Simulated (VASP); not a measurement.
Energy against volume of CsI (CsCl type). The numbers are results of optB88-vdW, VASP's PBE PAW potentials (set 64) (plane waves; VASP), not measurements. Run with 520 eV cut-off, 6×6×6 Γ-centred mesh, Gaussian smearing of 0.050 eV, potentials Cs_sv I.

```
V (Å³/atom)  E (eV/atom)
-----------  -----------
45.718          -0.44919
47.132          -0.45123
48.546          -0.44950
49.960          -0.44465
```

Fit these four points and predict the energy of the run at 44.304 Å³/atom.

A cubic in V^(−2/3), the third-order Birch-Murnaghan form, passes through the four points with V0 = 47.15 Å³/atom and B0 = 14 GPa, and gives -0.4426 eV/atom there. The run gave -0.4426 eV/atom, -0.0 meV/atom from the fit; all five points give B0 = 14 GPa.

The compound is CsI in the CsCl type structure. It was relaxed first.
